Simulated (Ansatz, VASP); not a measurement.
# Fitting the PBE energy curve of PdAl3

```cif
data_structure
_symmetry_space_group_name_H-M 'Pm-3m'
_symmetry_Int_Tables_number 221
_cell_length_a 3.9469
_cell_length_b 3.9469
_cell_length_c 3.9469
_cell_angle_alpha 90.000
_cell_angle_beta 90.000
_cell_angle_gamma 90.000
_cell_volume 61.49
loop_
_atom_site_label
_atom_site_type_symbol
_atom_site_symmetry_multiplicity
_atom_site_Wyckoff_symbol
_atom_site_fract_x
_atom_site_fract_y
_atom_site_fract_z
_atom_site_occupancy
Pd1 Pd 1 a 0.00000 0.00000 0.00000 1
Al1 Al 3 c 0.50000 0.50000 0.00000 1
```

The cell comes from a database or a generator and needn't be the stable form of this composition.

The cell was scaled at fixed shape and fractions and run with Ansatz, Ansatz PAW, cutoff 420 eV; PBE, k mesh 7 × 7 × 7 on the cell of 4 atoms, fermi-dirac occupations of 0.05 eV, no spin polarisation, no spin-orbit coupling. Energies are those that the program minimises, any entropy of the smearing included. For a metal such a mesh isn't converged to the digits shown.

```tsv
V (Å³/atom)	energy over the lowest row (meV/atom)
14.4491	30.52
14.7565	15.24
15.0639	?
15.3713	0.52
15.6788	0.00
15.9862	3.40
16.2936	10.30
```

Fit the third-order Birch-Murnaghan form, give V0, B0 and B′, and predict the energy left open.

With y = (V0/V)^(2/3), E = E0 + (9 V0 B0/16) [(y - 1)³ B′ + (y - 1)² (6 - 4y)]. Least squares through the rows shown give V0 = 15.5628 Å³/atom, E0 = -0.29 meV, B0 = 107.8 GPa (1 eV/Å³ = 160.218 GPa) and B′ = 4.62, with a largest miss of 0.00 meV. At V = 15.0639 the form with these constants gives 5.43 meV; the run gave 5.43 meV an atom. Other set-ups at this level, from all their volumes (Å³/atom, GPa): VASP, PBE PAW files Al, Pd, 520 eV: V0 15.561, B0 108.
